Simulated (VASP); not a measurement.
# Ta: surface energy and work function by face, part 5 of 6

Aim: compare the low-index faces of Ta at one level of theory.

VASP 6.6.1; PBE; plane waves and PAW (Ta).

So far. Step 5 (Potential and states of the slab, 7 atoms, face Ta(110)): The vacuum level lies 4.74 eV above the Fermi level at the upper face; both faces agree, as the slab has next to no dipole. Step 6 (Surface relaxation, 9 atoms, face Ta(100)): The run ended after 11 ionic steps, 0.394 eV below its first step, once the forces on the free atoms met EDIFFG = -0.03.

## 7. Potential and states of the slab, 9 atoms, face Ta(100)

INCAR

```
SYSTEM = Ta
PREC = Normal
ENCUT = 320
EDIFF = 1E-06
NELM = 120
ISMEAR = 1
SIGMA = 0.15
LREAL = .FALSE.
ALGO = Fast
GGA = PE
NBANDS = 31
LASPH = .TRUE.
LORBIT = 11
LWAVE = .FALSE.
LCHARG = .TRUE.
KPAR = 4
IDIPOL = 3
LDIPOL = .TRUE.
DIPOL = 0.5 0.5 0.5
LVHAR = .TRUE.
LVACPOTAV = .TRUE.
NEDOS = 1500
```

POSCAR

```
Ta
1.0
    3.3100000000      0.0000000000      0.0000000000
    0.0000000000      3.3100000000      0.0000000000
    0.0000000000      0.0000000000     28.2400000000
Ta
9
Direct
    0.0000000000      0.0000000000      0.2733427853
    0.5000000000      0.5000000000      0.3235174356
    0.0000000000      0.0000000000      0.3818634191
    0.5000000000      0.5000000000      0.4421551149
    0.0000000000      0.0000000000      0.5000000000
    0.5000000000      0.5000000000      0.5578448851
    0.0000000000      0.0000000000      0.6181365809
    0.5000000000      0.5000000000      0.6764825644
    0.0000000000      0.0000000000      0.7266572147
```

KPOINTS

```
Automatic mesh
0
Gamma
9 9 1
0 0 0
```

The projector-augmented-wave data sets are Ta (PBE family, release 64).

The run is started by

```sh
> mpirun -np 4 vasp_std
```

The program printed:

```text
[... set-up lines as in an earlier step ...]
 entering main loop
       N       E                     dE             d eps       ncg     rms          rms(c)
DAV:   1     0.114460044686E+03    0.11446E+03   -0.12569E+04   930   0.768E+02
DAV:   2    -0.908417058504E+02   -0.20530E+03   -0.19336E+03  1304   0.168E+02
DAV:   3    -0.110804841952E+03   -0.19963E+02   -0.18740E+02  1250   0.527E+01
DAV:   4    -0.112194886916E+03   -0.13900E+01   -0.13624E+01  1532   0.129E+01
DAV:   5    -0.112236619735E+03   -0.41733E-01   -0.41506E-01  1484   0.224E+00    0.418E+01
RMM:   6    -0.136912897719E+03   -0.24676E+02   -0.14436E+02  1501   0.267E+01    0.243E+01
RMM:   7    -0.149888508410E+03   -0.12976E+02   -0.15215E+02  1498   0.294E+01    0.224E+01
RMM:   8    -0.106384557831E+03    0.43504E+02   -0.30072E+01  1054   0.166E+01    0.102E+01
RMM:   9    -0.103644298241E+03    0.27403E+01   -0.13141E+01  1276   0.989E+00    0.510E+00
RMM:  10    -0.103556261736E+03    0.88037E-01   -0.31071E+00  1364   0.518E+00    0.352E+00
RMM:  11    -0.103579930258E+03   -0.23669E-01   -0.87015E-01  1507   0.239E+00    0.310E+00
RMM:  12    -0.103585768312E+03   -0.58381E-02   -0.14525E-01  1520   0.952E-01    0.304E+00
RMM:  13    -0.103570950556E+03    0.14818E-01   -0.72194E-01  1570   0.193E+00    0.225E+00
RMM:  14    -0.103389218660E+03    0.18173E+00   -0.39056E-01  1451   0.147E+00    0.113E+00
RMM:  15    -0.103397308388E+03   -0.80897E-02   -0.57239E-02  1368   0.735E-01    0.106E+00
RMM:  16    -0.103380608296E+03    0.16700E-01   -0.26194E-02  1346   0.451E-01    0.742E-01
RMM:  17    -0.103376475295E+03    0.41330E-02   -0.98505E-03  1446   0.268E-01    0.634E-01
RMM:  18    -0.103368359277E+03    0.81160E-02   -0.18423E-02  1408   0.324E-01    0.370E-01
RMM:  19    -0.103371701343E+03   -0.33421E-02   -0.51974E-02  1739   0.580E-01    0.418E-01
RMM:  20    -0.103370282625E+03    0.14187E-02   -0.68278E-03  1208   0.236E-01    0.401E-01
RMM:  21    -0.103367291104E+03    0.29915E-02   -0.22314E-03  1229   0.150E-01    0.313E-01
RMM:  22    -0.103364934571E+03    0.23565E-02   -0.47425E-03  1300   0.186E-01    0.155E-01
RMM:  23    -0.103364848293E+03    0.86277E-04   -0.11164E-03  1450   0.915E-02    0.114E-01
RMM:  24    -0.103364520461E+03    0.32783E-03   -0.98883E-04  1322   0.828E-02    0.436E-02
RMM:  25    -0.103364511115E+03    0.93460E-05   -0.57357E-04  1394   0.593E-02    0.105E-02
RMM:  26    -0.103364530162E+03   -0.19046E-04   -0.90231E-05  1401   0.278E-02    0.689E-03
RMM:  27    -0.103364550992E+03   -0.20830E-04   -0.87080E-05  1427   0.235E-02    0.205E-02
RMM:  28    -0.103364558536E+03   -0.75437E-05   -0.13789E-05  1181   0.113E-02    0.210E-02
RMM:  29    -0.103364548487E+03    0.10049E-04   -0.14676E-05  1179   0.112E-02    0.103E-02
RMM:  30    -0.103364556148E+03   -0.76607E-05   -0.53158E-05  1472   0.177E-02    0.712E-03
RMM:  31    -0.103364562347E+03   -0.61990E-05   -0.31060E-06   791   0.671E-03    0.630E-03
RMM:  32    -0.103364564076E+03   -0.17291E-05   -0.89281E-07   647   0.354E-03    0.534E-03
RMM:  33    -0.103364565570E+03   -0.14946E-05   -0.14123E-06   683   0.363E-03    0.345E-03
RMM:  34    -0.103364565601E+03   -0.31205E-07   -0.63228E-07   605   0.266E-03
 [... a notice as in an earlier step ...]

   1 F= -.10336457E+03 E0= -.10336228E+03  d E =-.685126E-02
```

Wall time 38 s (4 MPI ranks of Intel Xeon Platinum 8259CL at 2.50GHz (Skylake/Cascade Lake), shared host); peak memory 0.75 GiB; 2.4 min of CPU time.

OUTCAR, selected parts (step 7):

```text
   NELECT =      45.0000    total number of electrons

 E-fermi :   1.4029

 k-point     1 :       0.0000    0.0000    0.0000
  band No.  band energies     occupation
    ...
     11      -1.5718      2.00000
     12      -1.4195      2.00000
     13      -0.7439      2.00000
     14       0.3696      2.00000
     15       1.4071      0.95236
     16       1.7140     -0.01251
     17       1.8801     -0.00007
     18       1.9176     -0.00001
     19       1.9916     -0.00000
     20       1.9921     -0.00000
    ...

  Total       -1.4733254     -1.4733254     -0.1400084      0.0000000      0.0000000     -0.0000000
  in kB       -7.6293681     -7.6293681     -0.7250100      0.0000000      0.0000000     -0.0000000
  external PRESSURE =      -5.3279154 kB  Pullay stress =       0.0000000 kB

 POSITION                                       TOTAL-FORCE (eV/Angst)
 -----------------------------------------------------------------------------------
      0.00000      0.00000      7.71920         0.000000      0.000000     -0.008976
      1.65500      1.65500      9.13613        -0.000000     -0.000000     -0.012729
      0.00000      0.00000     10.78382         0.000000      0.000000      0.006052
      1.65500      1.65500     12.48646         0.000000     -0.000000     -0.003786
      0.00000      0.00000     14.12000        -0.000000     -0.000000      0.000000
      1.65500      1.65500     15.75354        -0.000000      0.000000      0.003786
      0.00000      0.00000     17.45618        -0.000000     -0.000000     -0.006052
      1.65500      1.65500     19.10387         0.000000     -0.000000      0.012729
      0.00000      0.00000     20.52080        -0.000000      0.000000      0.008976
 -----------------------------------------------------------------------------------
    total drift:                                0.000000      0.000000     -0.000000

  FREE ENERGIE OF THE ION-ELECTRON SYSTEM (eV)
  ---------------------------------------------------
  free  energy   TOTEN  =      -103.3645656015 eV

  energy  without entropy=     -103.3577143417  energy(sigma->0) =     -103.36228185

 vacuum level on the upper side and lower side of the slab         5.149         5.149

[... 8 parts as in an earlier step ...]

[... 10 further parts left out ...]
```

This step gave:

```yaml
electronic_cycles: 34
free_energy_toten: -103.3646 eV
energy_at_zero_smearing: -103.3623 eV
fermi_energy: 1.403 eV
vacuum_levels: 5.149, 5.149 eV
work_functions_of_the_upper_and_lower_face: 3.746, 3.746 eV
```

The planar average of the electrostatic potential oscillates, so the rows of the table below give means over windows of 1.68 Å about each position, cut where the curve ends. Its maxima inside the range that stand out by 2 % of the span (Å: eV): 9.9: -5.46, 11.7: -4.95, 13.3: -5.40, 14.9: -5.40, 16.6: -4.95, 18.4: -5.46. Its minima: 8.2: -7.52, 10.8: -6.34, 12.6: -6.15, 14.1: -6.10, 15.7: -6.15, 17.5: -6.34, 20.1: -7.52.

Zero at the Fermi level. Table of planar average of the electrostatic potential by height; means over each step:

| height (Å) | planar average of the electrostatic potential (eV) |
| --- | --- |
| 0.84 | 3.75 |
| 2.52 | 3.75 |
| 4.20 | 3.71 |
| 5.88 | 2.51 |
| 7.56 | -5.50 |
| 9.24 | -6.33 |
| 10.92 | -5.71 |
| 12.60 | -5.64 |
| 14.28 | -5.69 |
| 15.96 | -5.56 |
| 17.64 | -5.80 |
| 19.32 | -6.71 |
| 21.00 | -3.98 |
| 22.68 | 3.11 |
| 24.36 | 3.73 |
| 26.04 | 3.75 |
| 27.72 | 3.75 |

Density of states in the PAW spheres, an atom over height of the layer and energy from the Fermi level.

Values in states/eV, 22 rows by 9 columns, each cell a mean:
```
1.48 0.78 0.84 0.92 0.58 0.92 0.84 0.78 1.48
0.70 0.63 0.83 1.17 1.24 1.17 0.83 0.63 0.70
1.10 1.00 1.30 1.73 1.73 1.73 1.30 1.00 1.10
1.34 1.11 1.38 1.45 1.52 1.45 1.38 1.11 1.34
1.49 1.59 1.53 1.48 1.77 1.48 1.53 1.59 1.49
1.54 1.84 1.54 1.32 1.15 1.32 1.54 1.84 1.54
0.98 0.94 0.59 0.59 0.47 0.59 0.59 0.94 0.98
0.40 0.57 0.52 0.41 0.37 0.41 0.52 0.57 0.40
0.83 1.01 0.83 0.90 1.03 0.90 0.83 1.01 0.83
0.97 1.11 0.93 0.94 0.95 0.94 0.93 1.11 0.97
0.83 0.97 0.77 0.61 0.58 0.61 0.77 0.97 0.83
0.49 0.67 0.68 0.59 0.63 0.59 0.68 0.67 0.49
0.29 0.54 0.60 0.54 0.48 0.54 0.60 0.54 0.29
0.22 0.30 0.25 0.24 0.22 0.24 0.25 0.30 0.22
0.13 0.19 0.19 0.17 0.15 0.17 0.19 0.19 0.13
0.12 0.20 0.18 0.17 0.19 0.17 0.18 0.20 0.12
0.07 0.10 0.08 0.09 0.11 0.09 0.08 0.10 0.07
0.08 0.13 0.11 0.07 0.06 0.07 0.11 0.13 0.08
0.04 0.08 0.11 0.10 0.09 0.10 0.11 0.08 0.04
0.03 0.06 0.06 0.04 0.02 0.04 0.06 0.06 0.03
0.02 0.03 0.05 0.05 0.05 0.05 0.05 0.03 0.02
0.00 0.00 0.01 0.01 0.01 0.01 0.01 0.00 0.00
```
Columns: height of the layer (Å) from 7.7 to 20.5 (not evenly spaced); rows upwards: energy from the Fermi level (eV) from -7.9 to 0.5.

Valence density in the ca plane at fractional y = 0.000, with atoms of Ta within 0.2 Å of it. It is the smooth field of the valence electrons, not physical close to the nuclei.

Ten even steps from '0' (0.00 e/Å³) to '9' (0.54 e/Å³), each cell a mean:
```
45666654344666654334666665556459841000000000
45666654444666654444566654556667521000000000
44444444444444444444454444455554310000000000
44444444444444444444444444444543210000000000
44433444444444444444443344444443210000000000
44444444444444444444444444445543210000000000
44555544444555554444555554455665421000000000
45666654444666754444666665556558631000000000
45567654334667654334667654556459941000000000
```
Columns run along c (16.0 Å, from fractional 0.34 to 0.90 of the cell), rows up along a (3.3 Å). Atoms in or near the plane, at fractional coordinates: Ta at (0.38, 0.00), Ta at (0.50, 0.00), Ta at (0.62, 0.00), Ta at (0.73, 0.00).

The map of layer states is cut here 0.5 eV above the Fermi level, so it leaves out the states above that.

The vacuum level lies 3.75 eV above the Fermi level at the upper face; both faces agree, as the slab has next to no dipole.

The program found no field-free point at its default tolerance, but its printed level agrees with the flat part of the planar average.

On this mesh the fine structure of the density of states is sampling noise, and high empty states may be cut by the number of bands.

## 8. Surface relaxation, 11 atoms, face Ta(111)

System of this step: Ta(111). The cell holds 11 atoms: 11 Ta. Cell: a = 4.681 Å, b = 4.681 Å, c = 24.555 Å, α = 90.0°, β = 90.0°, γ = 60.0°. It derives from Ta. 11 layers of bcc Ta, cut at this functional's lattice. Vacuum lies along c.

INCAR

```
SYSTEM = Ta
PREC = Normal
ENCUT = 320
EDIFF = 1E-05
NELM = 120
ISMEAR = 1
SIGMA = 0.15
LREAL = .FALSE.
ALGO = Fast
GGA = PE
NBANDS = 38
LASPH = .TRUE.
LORBIT = 11
LWAVE = .FALSE.
LCHARG = .FALSE.
KPAR = 4
IBRION = 2
NSW = 40
ISIF = 2
EDIFFG = -0.03
POTIM = 0.4
MAXMIX = 40
```

POSCAR

```
Ta
1.0
    4.6810468915      0.0000000000      0.0000000000
    2.3405234457      4.0539055243      0.0000000000
    0.0000000000      0.0000000000     24.5551469551
Ta
11
Direct
    0.6666666700      0.6666666700      0.3054349500
    0.0000000000      0.0000000000      0.3443479600
    0.3333333300      0.3333333300      0.3832609700
    0.6666666700      0.6666666700      0.4221739800
    0.0000000000      0.0000000000      0.4610869900
    0.3333333300      0.3333333300      0.5000000000
    0.6666666700      0.6666666700      0.5389130100
    0.0000000000      0.0000000000      0.5778260200
    0.3333333300      0.3333333300      0.6167390300
    0.6666666700      0.6666666700      0.6556520400
    0.0000000000      0.0000000000      0.6945650500
```

KPOINTS is that of step 7.

The run is started by

```sh
> mpirun -np 4 vasp_std
```

The program printed:

```text
[banner, memory and clock lines left out]
running    4 mpi-ranks, on    1 nodes
[...]
LDA part: xc-table for (Slater+PW92), standard interpolation
 POSCAR, INCAR and KPOINTS ok, starting setup
[...]
entering main loop
       N       E                     dE             d eps       ncg     rms          rms(c)
DAV:   1     0.148674564134E+03    0.14867E+03   -0.14650E+04   912   0.750E+02
DAV:   2    -0.103747525240E+03   -0.25242E+03   -0.23623E+03  1282   0.160E+02
DAV:   3    -0.134040606487E+03   -0.30293E+02   -0.28827E+02  1154   0.572E+01
DAV:   4    -0.136392366080E+03   -0.23518E+01   -0.23200E+01  1520   0.147E+01
[...]
RMM:  25    -0.123103829955E+03   -0.24659E-04   -0.30295E-06   439   0.501E-03    0.898E-04
RMM:  26    -0.123103842124E+03   -0.12169E-04   -0.20531E-06   425   0.443E-03    0.815E-04
RMM:  27    -0.123103848730E+03   -0.66053E-05   -0.12166E-06   336   0.379E-03
   1 F= -.12310385E+03 E0= -.12310160E+03  d E =-.123104E+03
[... from here on, the cycles between the ionic steps are left out ...]
   2 F= -.12354667E+03 E0= -.12354416E+03  d E =-.442817E+00
   3 F= -.12384809E+03 E0= -.12384638E+03  d E =-.744237E+00
   4 F= -.12384979E+03 E0= -.12384807E+03  d E =-.745946E+00
   5 F= -.12392004E+03 E0= -.12391818E+03  d E =-.702484E-01
   6 F= -.12395529E+03 E0= -.12395378E+03  d E =-.105495E+00
   7 F= -.12398229E+03 E0= -.12398149E+03  d E =-.270043E-01
   8 F= -.12399735E+03 E0= -.12399908E+03  d E =-.420620E-01
   9 F= -.12400420E+03 E0= -.12400595E+03  d E =-.684776E-02
  10 F= -.12400491E+03 E0= -.12400665E+03  d E =-.756245E-02
  11 F= -.12400891E+03 E0= -.12401013E+03  d E =-.399274E-02
  12 F= -.12400922E+03 E0= -.12401029E+03  d E =-.431043E-02
  13 F= -.12400976E+03 E0= -.12401087E+03  d E =-.538683E-03
 trial-energy change:   -0.000539  1 .order   -0.000510   -0.000903   -0.000118
 step:   2.7130(harm=  2.7130)  dis= 0.00597  next Energy=  -124.009744 (dE=-0.519E-03)
 reached required accuracy - stopping structural energy minimisation
```

Run time: 4.1 min. Hardware: 4 MPI ranks; peak memory 1.1 GiB.

Parts of OUTCAR (step 8):

```text
  Total       -3.8038576     -3.8038576     -0.5360505      0.0000000     -0.0000000     -0.0000000
  in kB      -13.0790343    -13.0790343     -1.8431349      0.0000000     -0.0000000     -0.0000000
  external PRESSURE =      -9.3337345 kB  Pullay stress =       0.0000000 kB

 POSITION                                       TOTAL-FORCE (eV/Angst)
 -----------------------------------------------------------------------------------
      4.68105      2.70260      7.83547         0.000000      0.000000      0.000125
      0.00000      0.00000      8.53051        -0.000000     -0.000000      0.004672
      2.34052      1.35130      9.32144        -0.000000     -0.000000      0.003886
      4.68105      2.70260     10.43720         0.000000      0.000000     -0.002062
      0.00000      0.00000     11.31353        -0.000000     -0.000000      0.005276
      2.34052      1.35130     12.27757         0.000000      0.000000     -0.000000
      4.68105      2.70260     13.24162        -0.000000     -0.000000     -0.005276
      0.00000      0.00000     14.11795        -0.000000     -0.000000      0.002062
      2.34052      1.35130     15.23370        -0.000000     -0.000000     -0.003886
      4.68105      2.70260     16.02464        -0.000000     -0.000000     -0.004672
      2.34052      4.05391     16.71967        -0.000000     -0.000000     -0.000125
 -----------------------------------------------------------------------------------
    total drift:                               -0.000001     -0.000001     -0.000058

  FREE ENERGIE OF THE ION-ELECTRON SYSTEM (eV)
  ---------------------------------------------------
  free  energy   TOTEN  =      -124.0097635164 eV

  energy  without entropy=     -124.0130960725  energy(sigma->0) =     -124.01087437

[... 1 part as in an earlier step ...]

[... 3 further parts left out ...]
[key lines of the parts left out:]
E-fermi :   0.3307
```

The run keeps the 12 symmetry operations of its start, so it cannot find a distortion of lower symmetry.

(Part 5 of 6 ends here.)

[Lines on the potential files, build, host, timing and source positions are cut from VASP's logs without a mark.]

[Logs are printed without paths, hosts, clocks, repeated set-up lines and the standing remarks that a program may print on its own settings, such as how far it seeks lower states.]

[Hosts, paths, dates, database ids (printed as entryN), source tags and the programs' standing remarks are cut or masked in the printed files.]

[Runs that stopped without an error message from VASP are left out.]
